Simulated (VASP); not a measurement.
Take AlN (wurtzite), against free atoms with fixed spin and no zero-point term, in VASP with PAW potentials, and its cohesive energy.

Q: One run gives 6.09 eV/atom. Which level is it?
A) RPBE
B) LDA
C) PBEsol
D) SCAN

A: C, PBEsol.  The others give 6.69 (LDA), 5.33 (RPBE), 5.84 (SCAN).

Only levels that ran to the end are used. Left out are those held back, those with too coarse a band path, GW runs whose mesh misses a band edge, hybrids' fits of cells that aren't cubic and levels without matching references; a question may draw on a part of the rest.
